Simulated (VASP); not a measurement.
# CsSnI3: the band gap, functional by functional, part 3 of 3

How does the band gap of CsSnI3 depend on the functional? The starting structure is a computed structure from the Materials Project. Cell and atoms stay as given. Meshes and data sets differ where the inputs say so.

VASP 6.6.1.

Results so far: LDA 0.421 eV; PBE 0.468 eV; r2SCAN 0.600 eV; TB-mBJ 0.816 eV; LDA + spin-orbit coupling 0.021 eV; r2SCAN + spin-orbit coupling 0.218 eV; TB-mBJ + spin-orbit coupling 0.441 eV.

## Step 9: Bands with HSE06

Level of this step: HSE06; plane waves and PAW (Cs_sv, I, Sn_d) (VASP).

HSE06 mixes in a quarter of exact exchange at short range, at far higher cost; in semiconductors this cures much of the gap error, while metals seldom gain. This run uses a 3×3×3 mesh. Its starting orbitals come from a semilocal run on the same mesh, not shown.

INCAR reads:

```
SYSTEM = CsSnI3
PREC = Accurate
ENCUT = 357
EDIFF = 1E-06
NELM = 100
ISMEAR = 0
SIGMA = 0.03
LREAL = .FALSE.
ALGO = Normal
LHFCALC = .TRUE.
AEXX = 0.25
GGA = PE
HFSCREEN = 0.2
LASPH = .TRUE.
NBANDS = 28
PRECFOCK = Fast
LORBIT = 11
LWAVE = .FALSE.
LCHARG = .FALSE.
KPAR = 2
```

POSCAR reads:

```
CsSnI3
1.0
    6.2862280000      0.0000000000      0.0000000000
    0.0000000000      6.2862280000      0.0000000000
    0.0000000000      0.0000000000      6.2862280000
Cs I Sn
1 3 1
Direct
    0.5000000000      0.5000000000      0.5000000000
    0.0000000000      0.5000000000      0.0000000000
    0.0000000000      0.0000000000      0.5000000000
    0.5000000000      0.0000000000      0.0000000000
    0.0000000000      0.0000000000      0.0000000000
```

KPOINTS reads:

```
Automatic mesh
0
Gamma
3 3 3
0 0 0
```

KPOINTS_OPT reads:

```
Line mode
8
Line-mode
Reciprocal
  0.00000000   0.00000000   0.00000000 GAMMA
  0.00000000   0.50000000   0.00000000 X

  0.00000000   0.50000000   0.00000000 X
  0.50000000   0.50000000   0.00000000 M

  0.50000000   0.50000000   0.00000000 M
  0.00000000   0.00000000   0.00000000 GAMMA

  0.00000000   0.00000000   0.00000000 GAMMA
  0.50000000   0.50000000   0.50000000 R

  0.50000000   0.50000000   0.50000000 R
  0.00000000   0.50000000   0.00000000 X

  0.50000000   0.50000000   0.00000000 M
  0.50000000   0.50000000   0.50000000 R
```

PAW data sets: Cs_sv, I and Sn_d (PBE family, release 64).

Started as:

```sh
mpirun -np 8 vasp_std
```

What it wrote:

```text
[banner, memory and clock lines left out]
running    8 mpi-ranks, on    1 nodes
[...]
[... a notice as in an earlier step ...]

 LDA part: xc-table for (Slater+PW92), standard interpolation
 found WAVECAR, reading the header
 POSCAR, INCAR and KPOINTS ok, starting setup
[...]
reading WAVECAR
 the WAVECAR file was read successfully
 initial charge from wavefunction
 entering main loop
       N       E                     dE             d eps       ncg     rms          rms(c)
DAV:   1    -0.168802248122E+02   -0.16880E+02   -0.27767E+00   236   0.123E+01    0.714E+00
DAV:   2    -0.169007848882E+02   -0.20560E-01   -0.12909E-01   308   0.185E+00    0.459E+00
DAV:   3    -0.168913641856E+02    0.94207E-02   -0.83921E-03   268   0.625E-01    0.273E+00
DAV:   4    -0.168889845774E+02    0.23796E-02   -0.41773E-03   260   0.358E-01    0.163E+00
[...]
DAV:  11    -0.168884906500E+02   -0.23231E-05   -0.13514E-06   168   0.665E-03    0.334E-02
[...]
1 F= -.16888493E+02 E0= -.16888493E+02  d E =-.108431E-13
 Start KPOINTS_OPT (optional k-point list driver)
k-point batch [1-4\48]
       N       E                     dE             ncg
DAV:   1    -0.230122053846E+03   -0.67597E+03      232
DAV:   2    -0.145279980754E+04   -0.12227E+04      264
DAV:   3    -0.163536497191E+04   -0.18257E+03      256
DAV:   4    -0.164354276102E+04   -0.81778E+01      280
DAV:   5    -0.164380209687E+04   -0.25934E+00      324
DAV:   6    -0.164380681829E+04   -0.47214E-02      292
DAV:   7    -0.164380690184E+04   -0.83556E-04      324
DAV:   8    -0.164380690325E+04   -0.14059E-05      220
DAV:   9    -0.164380690331E+04   -0.54803E-07      216
[...]
k-point batch [45-48\48]
       N       E                     dE             ncg
DAV:   1    -0.146206995248E+03   -0.35276E+04      224
DAV:   2    -0.139747616399E+04   -0.12513E+04      268
DAV:   3    -0.159422010188E+04   -0.19674E+03      252
DAV:   4    -0.160506182410E+04   -0.10842E+02      272
DAV:   5    -0.160538163304E+04   -0.31981E+00      320
DAV:   6    -0.160538879207E+04   -0.71590E-02      308
DAV:   7    -0.160538897393E+04   -0.18186E-03      312
DAV:   8    -0.160538897717E+04   -0.32450E-05      224
DAV:   9    -0.160538897726E+04   -0.89517E-07      148
```

Wall time 5.8 min (8 MPI ranks of Intel Xeon 6975P-C (Granite Rapids), shared host); peak memory 2.8 GiB; 40 min of CPU time.

From OUTCAR (step 9):

```text
 POSITION                                       TOTAL-FORCE (eV/Angst)
 -----------------------------------------------------------------------------------
      3.14311      3.14311      3.14311         0.000000      0.000000      0.000000
      0.00000      3.14311      0.00000         0.000000      0.000000      0.000000
      0.00000      0.00000      3.14311         0.000000      0.000000      0.000000
      3.14311      0.00000      0.00000         0.000000      0.000000      0.000000
      0.00000      0.00000      0.00000         0.000000      0.000000      0.000000
 -----------------------------------------------------------------------------------
    total drift:                                0.000025     -0.000022      0.000011

  FREE ENERGIE OF THE ION-ELECTRON SYSTEM (eV)
  ---------------------------------------------------
  free  energy   TOTEN  =       -16.8884925275 eV

  energy  without entropy=      -16.8884925275  energy(sigma->0) =      -16.88849253

[... 3 further parts left out ...]
[key lines of the parts left out:]
E-fermi :   0.8168
```

HSE06 gives a direct gap of 0.780 eV. The least gap is +0.359 eV from that of LDA, on another mesh, which alone can move a gap by some hundredths of an eV.

## Step 10: The runs compared

| level | gap (eV) | least direct gap (eV) | mesh | core minutes |
| --- | --- | --- | --- | --- |
| LDA | 0.421 | 0.421 | 4×4×4 | 2.93 |
| PBE | 0.468 | 0.468 | 4×4×4 | 3.07 |
| r2SCAN | 0.6 | 0.601 | 4×4×4 | 7.73 |
| TB-mBJ | 0.816 | 0.816 | 4×4×4 | 6.0 |
| LDA + spin-orbit coupling | 0.021 | 0.021 | 4×4×4 | 10.7 |
| r2SCAN + spin-orbit coupling | 0.218 | 0.218 | 4×4×4 | 34.1 |
| TB-mBJ + spin-orbit coupling | 0.441 | 0.441 | 4×4×4 | 30.7 |
| HSE06 | 0.78 | 0.78 | 3×3×3 | 46.7 |

Core minutes are wall time times ranks of the run shown, on a shared host.

## Step 11: Outcome

```
gap, LDA                          : 0.421 eV
gap, PBE                          : 0.468 eV
gap, r2SCAN                       : 0.600 eV
gap, TB-mBJ                       : 0.816 eV
gap, LDA + spin-orbit coupling    : 0.021 eV
gap, r2SCAN + spin-orbit coupling : 0.218 eV
gap, TB-mBJ + spin-orbit coupling : 0.441 eV
gap, HSE06                        : 0.780 eV
```

Without spin-orbit coupling the gap of CsSnI3 runs from 0.421 eV (LDA) to 0.816 eV (TB-mBJ). HSE06 gives +0.31 eV from PBE, on another mesh, which alone can move a gap by some hundredths of an eV. TB-mBJ lies +0.04 eV from HSE06, on another mesh, which alone can move a gap by some hundredths of an eV. Spin-orbit coupling changes the LDA gap by -0.400 eV, and from a gap this small it may have inverted the bands, in which case the change is larger than the two gaps show. Spin-orbit coupling changes the r2SCAN gap by -0.383 eV. Spin-orbit coupling changes the TB-mBJ gap by -0.375 eV. These are gaps between Kohn-Sham or generalised Kohn-Sham levels of a static lattice, without excitons or temperature. Further runs on this material are not shown.

[Lines on the potential files, build, host, timing and source positions are cut from VASP's logs without a mark.]

[Logs are printed without paths, hosts, clocks, repeated set-up lines and the standing remarks that a program may print on its own settings, such as how far it seeks lower states.]

[Hosts, paths, dates, database ids (printed as entryN), source tags and the programs' standing remarks are cut or masked in the printed files.]
